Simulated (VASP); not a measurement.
OSZICAR of a VASP run on BaTiO3 (cubic perovskite):

**OSZICAR**
```
       N       E                     dE             d eps       ncg     rms          rms(c)
DAV:   1     0.419854464542E+03    0.41985E+03   -0.21747E+04   960   0.182E+03
DAV:   2    -0.499336274877E+02   -0.46979E+03   -0.46264E+03  1216   0.493E+02
DAV:   3    -0.950998262595E+02   -0.45166E+02   -0.45116E+02  1424   0.147E+02
DAV:   4    -0.973577166556E+02   -0.22579E+01   -0.22568E+01  1424   0.287E+01
DAV:   5    -0.974519785609E+02   -0.94262E-01   -0.94259E-01  1312   0.399E+00    0.217E+01
DAV:   6    -0.749168797352E+02    0.22535E+02   -0.52861E+01  1408   0.750E+01    0.677E+00
DAV:   7    -0.732896537097E+02    0.16272E+01   -0.51544E+00  1144   0.151E+01    0.380E+00
DAV:   8    -0.763680748783E+02   -0.30784E+01   -0.20323E+00  1256   0.119E+01    0.253E+00
DAV:   9    -0.739117690842E+02    0.24563E+01   -0.14519E+00  1160   0.101E+01    0.976E-01
DAV:  10    -0.741025375799E+02   -0.19077E+00   -0.41438E-01  1368   0.518E+00    0.114E+00
DAV:  11    -0.740750356589E+02    0.27502E-01   -0.36499E-02  1424   0.138E+00    0.146E+00
DAV:  12    -0.738958367810E+02    0.17920E+00   -0.35784E-01  1320   0.536E+00    0.683E-01
DAV:  13    -0.741212096666E+02   -0.22537E+00   -0.12080E-01  1096   0.315E+00    0.179E-01
DAV:  14    -0.741216932442E+02   -0.48358E-03   -0.34812E-03  1272   0.538E-01    0.147E-01
DAV:  15    -0.741227034324E+02   -0.10102E-02   -0.18095E-03  1008   0.445E-01    0.955E-02
DAV:  16    -0.741232231686E+02   -0.51974E-03   -0.35366E-04  1176   0.162E-01    0.510E-02
DAV:  17    -0.741233925505E+02   -0.16938E-03   -0.22996E-04  1144   0.131E-01    0.233E-02
DAV:  18    -0.741233961448E+02   -0.35943E-05   -0.46030E-05  1112   0.626E-02    0.207E-02
DAV:  19    -0.741233974743E+02   -0.13295E-05   -0.71321E-06  1096   0.290E-02    0.139E-02
DAV:  20    -0.741234027867E+02   -0.53124E-05   -0.96321E-06  1336   0.257E-02    0.546E-03
DAV:  21    -0.741234035326E+02   -0.74581E-06   -0.11111E-06  1288   0.752E-03    0.127E-03
DAV:  22    -0.741234036611E+02   -0.12859E-06   -0.45655E-08   536   0.249E-03    0.108E-03
DAV:  23    -0.741234037958E+02   -0.13462E-06   -0.74047E-08   560   0.315E-03    0.182E-04
DAV:  24    -0.741234038107E+02   -0.14966E-07   -0.36968E-08   488   0.192E-03
   1 F= -.74123404E+02 E0= -.74123404E+02  d E =-.155375E-17
```

Task: Which electronic solver shows in the log?

Result: It is blocked Davidson (ALGO = Normal, or the opening steps of other solvers). The INCAR had ALGO = Normal.

Task: Can the final energy be trusted as converged?

Result: The run converged. It stopped with EDIFF = 1E-7, NELM = 100 (r2SCAN meta-GGA, plane waves, VASP's PBE PAW potentials (set 64)).

The compound is BaTiO3 in the cubic perovskite structure, the ideal cubic form; the compound distorts at low or room temperature. This cell is one point of a volume scan, at 1.06 of the reference volume.
